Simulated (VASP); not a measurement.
Shape and ions are relaxed at each volume.

Consider the following.

```cif
data_Ho2
_chemical_formula_sum 'Ho2'
_space_group_name_H-M_alt 'P 1'
_space_group_IT_number 1
_cell_length_a 3.53802
_cell_length_b 3.53802
_cell_length_c 5.53709
_cell_angle_alpha 90.000
_cell_angle_beta 90.000
_cell_angle_gamma 120.000
loop_
_space_group_symop_operation_xyz
  'x, y, z'
loop_
_atom_site_label
_atom_site_type_symbol
_atom_site_fract_x
_atom_site_fract_y
_atom_site_fract_z
_atom_site_occupancy
Ho1 Ho 0.33333 0.66667 0.25000 1
Ho2 Ho 0.66667 0.33333 0.75000 1
```

Method: optB86b-vdW, VASP's PBE PAW potentials (set 64) (plane waves; VASP). Run with 520 eV cut-off, 12×12×7 Γ-centred mesh, first-order Methfessel-Paxton smearing of 0.10 eV, potentials Ho_3.

The 4f electrons are frozen in the core of the lanthanide potential, so 4f levels, which can set the real gap, and their magnetism are missing.

Task: Give the energy at these volumes per atom, relative to the lowest: 28.28, 29.18, 30.08, 30.98, 31.88 Å³.

Result: 15.0, 3.2, 0.0, 4.0, 14.3 meV/atom. A third-order Birch-Murnaghan fit gives B0 = 43.4 GPa and B0′ = 4.0.

Measured: bulk modulus 40.2 GPa (computed value off by +8.0 %), as given by Wikipedia, Holmium (infobox). The calculation is for a static lattice, while the measured bulk modulus holds thermal and zero-point effects, which are part of the difference.

The compound is Ho in the hcp structure. It was relaxed first.
